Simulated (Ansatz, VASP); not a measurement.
CaBr3Cl in VASP and in Ansatz

The input INCAR:

```
SYSTEM = CaBr3Cl
ALGO = Normal
EDIFF = 1E-6
ENCUT = 520
GGA = PE
ISIF = 2
ISMEAR = 0
LASPH = .True.
LCHARG = .True.
LELF = .True.
LREAL = .False.
LVHAR = .True.
LWAVE = .False.
NBANDS = 27
NELM = 60
PREC = Accurate
SIGMA = 0.1
```

The input KPOINTS:

```
k-points
0
Gamma
  4 4 4
  0 0 0
```

POSCAR

```
CaBr3Cl
1.0
    5.1996375200      0.0000000000      0.0000000000
    0.0000000000      5.1996375200      0.0000000000
    0.0000000000      0.0000000000      5.1996375200
Ca Br Cl
1 3 1
Direct
    0.0000000000      0.0000000000      0.0000000000
    0.0000000000      0.5000000000      0.5000000000
    0.5000000000      0.0000000000      0.5000000000
    0.5000000000      0.5000000000      0.0000000000
    0.5000000000      0.5000000000      0.5000000000
```

Input for Ansatz:

```yaml
crystal:
  lattice:
    - [5.19963752, 0.0, 0.0]
    - [0.0, 5.19963752, 0.0]
    - [0.0, 0.0, 5.19963752]
  atoms:
    - { symbol: Ca, position: [0.0, 0.0, 0.0] }
    - { symbol: Br, position: [0.0, 0.5, 0.5] }
    - { symbol: Br, position: [0.5, 0.0, 0.5] }
    - { symbol: Br, position: [0.5, 0.5, 0.0] }
    - { symbol: Cl, position: [0.5, 0.5, 0.5] }
basis:
  ecutwfc: 420
kpoints:
  mp_grid: { grid: [4, 4, 4] }
hamiltonian:
  xc: pbe
scf:
  occupations: { method: gaussian, width: 0.1 }
  lower_state_search: "off"
output:
  forces: true
  stress: true
  eigenvalues: true
```

Change from the starting cell: species swapped into the LuBPd3 type (Pm-3m, No. 221).

Alike in both runs: task single point; functional PBE; k mesh 4 × 4 × 4; occupations gaussian, width 0.1 eV; no spin polarisation.

|  | VASP | Ansatz |
| --- | --- | --- |
| version | VASP 6.6.1 | Ansatz 0.2.0 |
| potentials or method | VASP PAW PBE potentials, release 64 (Ca_sv, Br, Cl) | scalar-relativistic, plane waves, PAW |
| plane-wave cutoff (eV) | 520 | 420 |
| valence electrons in the cell | 38 | 38 |

```tsv
	VASP	Ansatz	Ansatz less VASP
gap on the k mesh at the Fermi level (eV)	none	none	-
pressure (GPa)	5.7	5.7	+0.02
```

A gap of «none» marks a metal or a gap that the smearing closes.
